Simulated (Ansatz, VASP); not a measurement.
Sn2Pt in VASP and in Ansatz

```
CELL_PARAMETERS angstrom
0.00000 3.20408 3.20408
3.20408 0.00000 3.20408
3.20408 3.20408 0.00000
ATOMIC_POSITIONS crystal
Sn 0.25000 0.25000 0.25000
Sn 0.75000 0.75000 0.75000
Pt 0.00000 0.00000 0.00000
```

Alike in both runs: functional LDA; k mesh 12 × 12 × 12; occupations fermi-dirac, width 0.15 eV; no spin polarisation.

Ansatz relaxed the structure, and its values are those at the end. VASP's run is a single point on that final structure, the one shown.

|  | VASP | Ansatz |
| --- | --- | --- |
| version | VASP 6.6.1 | Ansatz 0.2.0 |
| potentials or method | VASP PAW LDA potentials, release 64 (Sn_d, Pt) | scalar-relativistic, plane waves, PAW |
| plane-wave cutoff (eV) | 520 | 420 |
| valence electrons in the cell | 38 | 46 |

Ansatz gave:

* gap on the k mesh at the Fermi level (eV): none
* pressure (GPa): 0.0

Q: What did VASP give for the same quantities?

A: gap on the k mesh at the Fermi level (eV): none; pressure (GPa): 0.2.

A gap of «none» marks a metal or a gap that the smearing closes. The two sets of potentials don't hold the same shells in valence.

Spin-orbit coupling is left out, which matters for the levels of Pt.
